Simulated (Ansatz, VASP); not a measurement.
# ZnSnN2: VASP beside Ansatz

Wanted: the spread between two codes on one cell, functional and k mesh. The cell is taken from a series of runs on this material, whose earlier steps may have relaxed, scaled, displaced or heated it; both programs get it as it stands.

Main program and level: Ansatz 0.2.0; plane waves, with VASP 6.6.1 beside it; single point at HSE06.

### 1. The starting structure

It takes space group Pna2_1 (No. 33, orthorhombic). The conventional cell has a = 5.854 Å, b = 6.737 Å, c = 5.481 Å, α = 90.00°, β = 90.00°, γ = 90.00°. Nearest to Zn lie 4 N at 2.04 to 2.06 Å. Nearest to Sn lie 4 N at 2.07 to 2.08 Å. N has 2 Zn at 2.04 to 2.06 Å and 2 Sn at 2.08 Å nearest. Nearest to N lie 2 Zn at 2.04 to 2.05 Å and 2 Sn at 2.07 to 2.08 Å. Farther neighbours and most contacts between anions are not listed.

Structure file:

```xyz
16
Lattice="5.8543 0.0000 0.0000 0.0000 6.7375 0.0000 0.0000 0.0000 5.4806" Properties=species:S:1:pos:R:3 pbc="T T T"
Zn    3.4131    5.8951    5.4742
Zn    2.4412    0.8424    2.7339
Zn    5.3683    2.5263    2.7339
Zn    0.4859    4.2111    5.4742
Sn    3.4440    2.5270    5.4766
Sn    2.4103    4.2105    2.7363
Sn    5.3374    5.8957    2.7363
Sn    0.5168    0.8417    5.4766
N     3.4136    2.5161    2.0785
N     2.4406    4.2213    4.8188
N     5.3678    5.8848    4.8188
N     0.4865    0.8526    2.0785
N     3.3907    5.9064    2.0423
N     2.4635    0.8311    4.7826
N     5.3907    2.5376    4.7826
N     0.4636    4.1998    2.0423
```

### 2. VASP: single point, HSE06

A single point gives forces, pressure and levels at one fixed geometry, so differences don't come from the geometry; what else differs is listed under the comparison.

Lines of VASP's logs that name or quote its potential files are left out, and so is its time.

The run reads the wave functions of an earlier VASP run, which isn't shown here.

Contents of INCAR:

```
SYSTEM = ZnSnN2
PREC = Accurate
ENCUT = 520
EDIFF = 1E-06
NELM = 100
ISMEAR = 0
SIGMA = 0.01
LREAL = .FALSE.
ALGO = Normal
LHFCALC = .TRUE.
AEXX = 0.25
GGA = PE
HFSCREEN = 0.208
LASPH = .TRUE.
NBANDS = 89
PRECFOCK = Fast
LORBIT = 11
LWAVE = .FALSE.
LCHARG = .FALSE.
ISIF = 2
```

Contents of POSCAR:

```
ZnSnN2
1.0
    5.8542731000      0.0000000000      0.0000000000
    0.0000000000      6.7374542000      0.0000000000
    0.0000000000      0.0000000000      5.4805833100
Zn Sn N
4 4 8
Direct
    0.5830040853      0.8749687273      0.9988359528
    0.4169959147      0.1250312727      0.4988359528
    0.9169959147      0.3749687273      0.4988359528
    0.0830040853      0.6250312727      0.9988359528
    0.5882834339      0.3750662699      0.9992781877
    0.4117165661      0.6249337301      0.4992781877
    0.9117165661      0.8750662699      0.4992781877
    0.0882834339      0.1249337301      0.9992781877
    0.5831023642      0.3734517169      0.3792408280
    0.4168976358      0.6265482831      0.8792408280
    0.9168976358      0.8734517169      0.8792408280
    0.0831023642      0.1265482831      0.3792408280
    0.5791895146      0.8766456735      0.3726460416
    0.4208104854      0.1233543265      0.8726460416
    0.9208104854      0.3766456735      0.8726460416
    0.0791895146      0.6233543265      0.3726460416
```

Contents of KPOINTS:

```
Automatic mesh
0
Gamma
2 2 2
0 0 0
```

Potentials, in the order of the species: Zn, Sn_d and N (PBE family, release 64).

Command:

```
export OMP_NUM_THREADS=3
mpirun -np 1 vasp_std
```

Numbers of over 12 decimals in the logs are rounded to 6 here.

Log:

```text
[banner, memory and clock lines left out]
running    1 mpi-ranks, on    1 nodes
 distrk:  each k-point on    1 cores,    1 groups
 distr:  one band on    1 cores,    1 groups
 Offloading initialized ...    1 GPUs detected
 POSCAR found type information on POSCAR ZnSnN
 POSCAR found :  3 types and      16 ions
 LDA part: xc-table for (Slater+PW92), standard interpolation
 found WAVECAR, reading the header
 POSCAR, INCAR and KPOINTS ok, starting setup
 FFT: planning ... GRIDC
 FFT: planning ... GRID_SOFT
 FFT: planning ... GRID
 reading WAVECAR
 the WAVECAR file was read successfully
 initial charge from wavefunction
 entering main loop
       N       E                     dE             d eps       ncg     rms          rms(c)
DAV:   1    -0.104996174823E+03   -0.10500E+03   -0.37632E+00  1848   0.347E+01    0.402E+00
DAV:   2    -0.105024540398E+03   -0.28366E-01   -0.20984E+00  1758   0.128E+01    0.190E+00
DAV:   3    -0.105045815473E+03   -0.21275E-01   -0.22896E-01  2112   0.323E+00    0.139E+00
DAV:   4    -0.105048016322E+03   -0.22008E-02   -0.43270E-02  1768   0.105E+00    0.787E-01
DAV:   5    -0.105047423498E+03    0.59282E-03   -0.20940E-03  1864   0.199E-01    0.473E-01
DAV:   6    -0.105047067414E+03    0.35608E-03   -0.17911E-04  2104   0.892E-02    0.289E-01
DAV:   7    -0.105046977844E+03    0.89570E-04   -0.16510E-04  1624   0.531E-02    0.175E-01
DAV:   8    -0.105046950101E+03    0.27743E-04   -0.26393E-05  1560   0.226E-02    0.105E-01
DAV:   9    -0.105046939714E+03    0.10386E-04   -0.62399E-06  1312   0.114E-02    0.631E-02
DAV:  10    -0.105046936392E+03    0.33223E-05   -0.27043E-06  1256   0.890E-03    0.384E-02
DAV:  11    -0.105046935250E+03    0.11417E-05   -0.83876E-07   928   0.745E-03    0.234E-02
DAV:  12    -0.105046934877E+03    0.37342E-06   -0.67771E-07   928   0.701E-03
   1 F= -.10504693E+03 E0= -.10504693E+03  d E =-.926058E-34
```

From OUTCAR (step 2):

```text
ion  position               nearest neighbor table
   1  0.583  0.875  0.999-  10 2.04  14 2.04  13 2.05  11 2.06   7 3.35   8 3.35   7 3.35   6 3.37
                             5 3.37   5 3.37   6 3.37
   2  0.417  0.125  0.499-   9 2.04  13 2.04  14 2.05  12 2.06   8 3.35   7 3.35   8 3.35   5 3.37
                             6 3.37   6 3.37   5 3.37
   3  0.917  0.375  0.499-  12 2.04  16 2.04  15 2.05   9 2.06   5 3.35   6 3.35   5 3.35   8 3.37
                             7 3.37   7 3.37   8 3.37
   4  0.083  0.625  0.999-  11 2.04  15 2.04  16 2.05  10 2.06   6 3.35   5 3.35   6 3.35   7 3.37
                             8 3.37   8 3.37   7 3.37
   5  0.588  0.375  0.999-  15 2.07  10 2.08  14 2.08   9 2.08   3 3.35   4 3.35   3 3.35   2 3.37
                             1 3.37   1 3.37   2 3.37   8 3.38   8 3.38   6 3.38   6 3.38
   6  0.412  0.625  0.499-  16 2.07   9 2.08  13 2.08  10 2.08   4 3.35   3 3.35   4 3.35   1 3.37
                             2 3.37   2 3.37   1 3.37   7 3.38   7 3.38   5 3.38   5 3.38
   7  0.912  0.875  0.499-  13 2.07  12 2.08  16 2.08  11 2.08   1 3.35   2 3.35   1 3.35   4 3.37
                             3 3.37   3 3.37   4 3.37   6 3.38   6 3.38   8 3.38   8 3.38
   8  0.088  0.125  0.999-  14 2.07  11 2.08  15 2.08  12 2.08   2 3.35   1 3.35   2 3.35   3 3.37
                             4 3.37   4 3.37   3 3.37   5 3.38   5 3.38   7 3.38   7 3.38
   9  0.583  0.373  0.379-   2 2.04   3 2.06   6 2.08   5 2.08
  10  0.417  0.627  0.879-   1 2.04   4 2.06   5 2.08   6 2.08
  11  0.917  0.873  0.879-   4 2.04   1 2.06   8 2.08   7 2.08
  12  0.083  0.127  0.379-   3 2.04   2 2.06   7 2.08   8 2.08
  13  0.579  0.877  0.373-   2 2.04   1 2.05   7 2.07   6 2.08
  14  0.421  0.123  0.873-   1 2.04   2 2.05   8 2.07   5 2.08
  15  0.921  0.377  0.873-   4 2.04   3 2.05   5 2.07   8 2.08
  16  0.079  0.623  0.373-   3 2.04   4 2.05   6 2.07   7 2.08

  LATTYP: Found a simple orthorhombic cell.
 ALAT       =     5.4805833100
 B/A-ratio  =     1.0681843097
 C/A-ratio  =     1.2293315910

 Subroutine GETGRP returns: Found  4 space group operations
 (whereof  1 operations were pure point group operations)

The static configuration has the point symmetry C_1 .
 The point group associated with its full space group is C_2v.

 Found      8 irreducible k-points:

   k-points           NKPTS =      8   k-points in BZ     NKDIM =      8   number of bands    NBANDS=     89

   dimension x,y,z NGX =    48 NGY =   50 NGZ =   42
   dimension x,y,z NGXF=    96 NGYF=  100 NGZF=   84

   ENCUT  =  520.0 eV  38.22 Ry    6.18 a.u.  10.89 12.53 10.19*2*pi/ulx,y,z

   NELECT =     144.0000    total number of electrons

 k-points in reciprocal lattice and weights: Automatic mesh
   0.00000000  0.00000000  0.00000000       0.125
   0.50000000  0.00000000  0.00000000       0.125
   0.00000000  0.50000000  0.00000000       0.125
   0.50000000  0.50000000  0.00000000       0.125
   0.00000000  0.00000000  0.50000000       0.125
   0.50000000  0.00000000  0.50000000       0.125
   0.00000000  0.50000000  0.50000000       0.125
   0.50000000  0.50000000  0.50000000       0.125

  exchange ACFDT corr.  =         0.00000000  see jH, gK, PRB 81, 115126

 average (electrostatic) potential at core
       1 -24.5838       2 -24.5838       3 -24.5837       4 -24.5837       5 -94.9326
       6 -94.9326       7 -94.9326       8 -94.9326       9 -57.3377      10 -57.3377
      11 -57.3377      12 -57.3377      13 -57.3321      14 -57.3321      15 -57.3321
      16 -57.3321

 E-fermi :   4.6668

 k-point     1 :       0.0000    0.0000    0.0000
  band No.  band energies     occupation
    ...
     68       3.5999      2.00000
     69       3.6546      2.00000
     70       4.5083      2.00000
     71       4.5360      2.00000
     72       4.5825      2.00000
     73       5.9042      0.00000
     74       8.6734      0.00000
     75       9.6195      0.00000
     76      10.0573      0.00000
     77      10.7478      0.00000
    ...

 k-point     2 :       0.5000    0.0000    0.0000
  band No.  band energies     occupation
    ...
     68       3.5120      2.00000
     69       3.8931      2.00000
     70       3.8931      2.00000
     71       4.1349      2.00000
     72       4.1349      2.00000
     73       8.3294      0.00000
     74       8.3294      0.00000
     75       9.7205      0.00000
     76       9.7205      0.00000
     77      10.1109      0.00000
    ...

 k-point     3 :       0.0000    0.5000    0.0000
  band No.  band energies     occupation
    ...
     68       2.9322      2.00000
     69       3.9445      2.00000
     70       3.9445      2.00000
     71       4.1146      2.00000
     72       4.1146      2.00000
     73       8.0677      0.00000
     74       8.0677      0.00000
     75      10.3685      0.00000
     76      10.3685      0.00000
     77      10.6309      0.00000
    ...

  Total       -1.6923266     -0.9599519     -2.0841524      0.0000000      0.0000000      0.0000000
  in kB      -12.5429350     -7.1148287    -15.4470115      0.0000000      0.0000000      0.0000000
  external PRESSURE =     -11.7015917 kB  Pullay stress =       0.0000000 kB

  energy-cutoff  :      520.00
  volume of cell :      216.17
      direct lattice vectors                 reciprocal lattice vectors
     5.854273100  0.000000000  0.000000000     0.170815400  0.000000000  0.000000000
     0.000000000  6.737454200  0.000000000     0.000000000  0.148424015  0.000000000
     0.000000000  0.000000000  5.480583310     0.000000000  0.000000000  0.182462330

 POSITION                                       TOTAL-FORCE (eV/Angst)
 -----------------------------------------------------------------------------------
      3.41307      5.89506      5.47420         0.007291     -0.002752     -0.008759
      2.44121      0.84239      2.73391        -0.007291      0.002752     -0.008759
      5.36834      2.52633      2.73391        -0.007291     -0.002752     -0.008759
      0.48593      4.21112      5.47420         0.007291      0.002752     -0.008759
      3.44397      2.52699      5.47663         0.002454      0.004486     -0.028528
      2.41030      4.21046      2.73634        -0.002454     -0.004486     -0.028528
      5.33744      5.89572      2.73634        -0.002454      0.004486     -0.028528
      0.51684      0.84174      5.47663         0.002454     -0.004486     -0.028528
      3.41364      2.51611      2.07846        -0.191298      0.364697     -0.267421
      2.44063      4.22134      4.81875         0.191298     -0.364697     -0.267421
      5.36777      5.88484      4.81875         0.191298      0.364697     -0.267421
      0.48650      0.85261      2.07846        -0.191298     -0.364697     -0.267421
      3.39073      5.90636      2.04232         0.222637     -0.364679      0.304708
      2.46354      0.83109      4.78261        -0.222637      0.364679      0.304708
      5.39068      2.53763      4.78261        -0.222637     -0.364679      0.304708
      0.46360      4.19982      2.04232         0.222637      0.364679      0.304708
 -----------------------------------------------------------------------------------
    total drift:                               -0.000041      0.000019     -0.004212

  FREE ENERGIE OF THE ION-ELECTRON SYSTEM (eV)
  ---------------------------------------------------
  free  energy   TOTEN  =      -105.0469348770 eV

  energy  without entropy=     -105.0469348770  energy(sigma->0) =     -105.04693488

 total charge
# of ion       s       p       d       tot
------------------------------------------
    1        0.470   0.522   9.888  10.879
    2        0.470   0.522   9.888  10.879
    3        0.470   0.522   9.888  10.879
    4        0.470   0.522   9.888  10.879
    5        1.018   1.264  10.253  12.535
    6        1.018   1.264  10.253  12.535
    7        1.018   1.264  10.253  12.535
    8        1.018   1.264  10.253  12.535
    9        1.235   2.457   0.000   3.692
   10        1.235   2.457   0.000   3.692
   11        1.235   2.457   0.000   3.692
   12        1.235   2.457   0.000   3.692
   13        1.236   2.460   0.000   3.696
   14        1.236   2.460   0.000   3.696
   15        1.236   2.460   0.000   3.696
   16        1.236   2.460   0.000   3.696
--------------------------------------------------
tot         15.836  26.808  80.562 123.206

[... 3 further parts left out ...]
```

The run ends at a pressure of -1.17 GPa, with forces up to 0.52 eV/Å.

(Continued in part 2 of 2.)

[Lines on the potential files, build, host, timing and source positions are cut from VASP's logs without a mark.]

[Logs are printed without paths, hosts, clocks, repeated set-up lines and the standing remarks that a program may print on its own settings, such as how far it seeks lower states.]

[Hosts, paths, dates, database ids (printed as entryN), source tags and the programs' standing remarks are cut or masked in the printed files.]
